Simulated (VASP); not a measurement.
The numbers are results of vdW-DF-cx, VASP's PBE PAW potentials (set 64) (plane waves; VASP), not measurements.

The input files of a VASP run:

File POSCAR:
```
Dy
1.0
  1.7420033138  -3.0172380564   0.0000000000
  1.7420033138   3.0172380564   0.0000000000
  0.0000000000   0.0000000000   5.3921927542
Dy
2
Cartesian
  1.7420033138   1.0057480303   1.3480481885
  1.7420033138  -1.0057480303   4.0441445656
```

INCAR:
```
# general
SYSTEM   = Dy
PREC     = Accurate
ENCUT    = 520
LREAL    = .FALSE.
LASPH    = .TRUE.

# electronic loop
EDIFF    = 1E-7
NELM     = 100
ALGO     = Normal
LMAXMIX  = 6

# smearing
ISMEAR   = 1
SIGMA    = 0.1

# functional
GGA      = CX
LUSE_VDW = .TRUE.
AGGAC    = 0.0

# ions
IBRION   = 2
NSW      = 30
ISIF     = 4
EDIFFG   = -0.01

# output
LWAVE    = .FALSE.
LCHARG   = .FALSE.
```

File KPOINTS:
```
Automatic mesh
0
Gamma
12 12 7
0 0 0
```

POTCAR, in this order: Dy_3 (PBE.64 set). Program: vasp_std.

Output of the run:

### OSZICAR
```
       N       E                     dE             d eps       ncg     rms          rms(c)
DAV:   1     0.580072840235E+02    0.58007E+02   -0.89028E+03  1976   0.127E+03
DAV:   2    -0.821175587273E+00   -0.58828E+02   -0.57681E+02  1986   0.323E+02
DAV:   3    -0.420382024940E+01   -0.33826E+01   -0.31825E+01  2744   0.426E+01
DAV:   4    -0.433340114022E+01   -0.12958E+00   -0.12488E+00  2587   0.900E+00
DAV:   5    -0.433732714294E+01   -0.39260E-02   -0.39217E-02  2731   0.113E+00    0.254E+01
DAV:   6    -0.434538454773E+01   -0.80574E-02   -0.21519E-02  3050   0.144E+00    0.152E+01
DAV:   7    -0.435875915110E+01   -0.13375E-01   -0.38103E-02  2989   0.196E+00    0.272E-01
DAV:   8    -0.435857771655E+01    0.18143E-03   -0.21113E-03  2511   0.379E-01    0.744E-02
DAV:   9    -0.435859622260E+01   -0.18506E-04   -0.20359E-04  2444   0.127E-01    0.307E-02
DAV:  10    -0.435859184923E+01    0.43734E-05   -0.35029E-05  2580   0.493E-02    0.377E-02
DAV:  11    -0.435859231002E+01   -0.46079E-06   -0.43338E-06  2376   0.172E-02    0.115E-03
DAV:  12    -0.435859248117E+01   -0.17115E-06   -0.42960E-07  2438   0.611E-03    0.387E-03
DAV:  13    -0.435859240532E+01    0.75847E-07   -0.54965E-08  1443   0.207E-03
   1 F= -.43585924E+01 E0= -.43588165E+01  d E =-.435859E+01
       N       E                     dE             d eps       ncg     rms          rms(c)
DAV:   1    -0.436476273454E+01   -0.61703E-02   -0.22510E-01  1976   0.362E+00    0.304E-01
DAV:   2    -0.436184589770E+01    0.29168E-02   -0.50326E-03  2541   0.775E-01    0.197E-01
DAV:   3    -0.436047570814E+01    0.13702E-02   -0.17229E-03  2494   0.350E-01    0.923E-02
DAV:   4    -0.436049255253E+01   -0.16844E-04   -0.28695E-04  2773   0.132E-01    0.474E-02
DAV:   5    -0.436049344852E+01   -0.89599E-06   -0.61174E-06  2678   0.195E-02    0.185E-02
DAV:   6    -0.436049324472E+01    0.20380E-06   -0.90616E-07  2592   0.752E-03    0.316E-03
DAV:   7    -0.436049323076E+01    0.13954E-07   -0.81258E-08  1219   0.274E-03
   2 F= -.43604932E+01 E0= -.43604154E+01  d E =-.190083E-02
       N       E                     dE             d eps       ncg     rms          rms(c)
DAV:   1    -0.436313727929E+01   -0.26440E-02   -0.11878E-01  1976   0.263E+00    0.220E-01
DAV:   2    -0.436159031030E+01    0.15470E-02   -0.26650E-03  2536   0.564E-01    0.149E-01
DAV:   3    -0.436087800491E+01    0.71231E-03   -0.87524E-04  2499   0.249E-01    0.772E-02
DAV:   4    -0.436088506720E+01   -0.70623E-05   -0.15038E-04  2802   0.961E-02    0.367E-02
DAV:   5    -0.436088542844E+01   -0.36125E-06   -0.31353E-06  2624   0.141E-02    0.118E-02
DAV:   6    -0.436088530526E+01    0.12318E-06   -0.52591E-07  2626   0.568E-03    0.202E-03
DAV:   7    -0.436088529196E+01    0.13302E-07   -0.47678E-08  1113   0.206E-03
   3 F= -.43608853E+01 E0= -.43605731E+01  d E =-.229289E-02
```

OUTCAR:
```
------------------------ aborting loop because EDIFF is reached ----------------------------------------
  FORCE on cell =-STRESS in cart. coord.  units (eV):
  Direction    XX          YY          ZZ          XY          YZ          ZX
  --------------------------------------------------------------------------------------
  Total        0.9336146      0.9336145      0.9346776      0.0000000      0.0000000      0.0000000
  in kB       26.3890804     26.3890769     26.4191271      0.0000000      0.0000000      0.0000000
  external PRESSURE =      26.3990948 kB  Pullay stress =       0.0000000 kB
  volume of cell :       56.68
      direct lattice vectors                 reciprocal lattice vectors
     1.732066753 -3.000027416  0.000000000     0.288672477 -0.166665144  0.000000000
     1.732066753  3.000027416 -0.000000000     0.288672477  0.166665144  0.000000000
     0.000000000  0.000000000  5.454238357     0.000000000  0.000000000  0.183343656
 POSITION                                       TOTAL-FORCE (eV/Angst)
 -----------------------------------------------------------------------------------
      1.73207      1.00001      1.36356         0.000000     -0.000000      0.000000
      1.73207     -1.00001      4.09068        -0.000000      0.000000      0.000000
 -----------------------------------------------------------------------------------
    total drift:                               -0.000001      0.000092     -0.000011
  FREE ENERGIE OF THE ION-ELECTRON SYSTEM (eV)
  ---------------------------------------------------
  free  energy   TOTEN  =        -4.3608852920 eV

  energy  without entropy=       -4.3599486564  energy(sigma->0) =       -4.36057308

 reached required accuracy - stopping structural energy minimisation
```
(Selected blocks of OUTCAR.)

CONTCAR:
```
Dy
   1.00000000000000
     1.7320667525652260   -3.0000274156467395    0.0000000000000000
     1.7320667525652260    3.0000274156467395   -0.0000000000000000
     0.0000000000000000    0.0000000000000000    5.4542383570564406
  Dy
     2
Direct
     0.3333330000000032    0.6666669999999968    0.2500000000000000
     0.6666669999999968    0.3333330000000032    0.7500000000000000
```

File OUTCAR:
```
 val. band max:        3.5787515709   @ k =   0.4167   0.0833   0.2857

 cond. band min:       3.5908981504   @ k =   0.2500   0.0000   0.0000


 Fermi energy:         3.5828396357

 k-point     1 :       0.0000    0.0000    0.0000
  band No.  band energies     occupation
      1     -19.9628      2.00000
      2     -19.1284      2.00000
      3     -19.1284      2.00000
      4     -18.9785      2.00000
      5     -18.9785      2.00000
      6     -18.9318      2.00000
      7      -1.7180      2.00000
      8       1.2103      2.00000
      9       5.3042     -0.00000
     10       5.4885     -0.00000
     11       5.4885     -0.00000
     12       5.8498      0.00000
     13       6.2886      0.00000

 k-point     2 :       0.0833   -0.0000    0.0000
  band No.  band energies     occupation
      1     -19.9416      2.00000
      2     -19.1740      2.00000
      3     -19.1437      2.00000
      4     -19.0269      2.00000
      5     -18.9840      2.00000
      6     -18.9417      2.00000
      7      -1.5267      2.00000
      8       1.3943      2.00000
      9       5.0236     -0.00000
     10       5.0321     -0.00000
     11       5.6698      0.00000
     12       6.0565      0.00000
     13       6.2027      0.00000

 k-point     3 :       0.1667    0.0000    0.0000
  band No.  band energies     occupation
      1     -19.8809      2.00000
      2     -19.2985      2.00000
      3     -19.1838      2.00000
      4     -19.1548      2.00000
      5     -19.0006      2.00000
      6     -18.9713      2.00000
      7      -0.9872      2.00000
      8       1.8751      2.00000
      9       4.3465     -0.00000
     10       4.3811     -0.00000
     11       5.5845      0.00000
     12       6.2044      0.00000
     13       6.2154      0.00000

 k-point     4 :       0.2500    0.0000    0.0000
  band No.  band energies     occupation
      1     -19.7887      2.00000
      2     -19.4681      2.00000
      3     -19.3196      2.00000
...
```

The 4f electrons are frozen in the core of the lanthanide potential, so 4f levels, which can set the real gap, and their magnetism are missing.

The compound is Dy in the hcp structure. This cell is one point of a volume scan, at 0.94 of the reference volume. Symmetry was kept, so distortions that lower it aren't found.
